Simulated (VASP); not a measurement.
Given:

```
CELL_PARAMETERS angstrom
      0.00000     3.31214     3.31214
      3.31214     0.00000     3.31214
      3.31214     3.31214     0.00000
ATOMIC_POSITIONS crystal
  In 0.00000 0.00000 0.00000
  Sb 0.25000 0.25000 0.25000
```

The numbers are results of PBE GGA, VASP's PBE PAW potentials (set 64) (plane waves; VASP), not measurements. Numerical set-up: 350 eV cut-off, Gaussian smearing of 0.050 eV, potentials In_d Sb.

Unless said otherwise, spin-orbit coupling is left out, though it shifts the bands of the heavy elements here.

Problem. Estimate the band gap (along the path) with the smallest direct gap where there is one.

Solution. 
```yaml
band gap (along the path): none (metal, semimetal or under 0.01 eV)
```

Total energies compare only between runs with the same potentials, cut-off and functional.

The compound is InSb in the zinc blende structure. It was relaxed first, which changed the volume by +7 %.
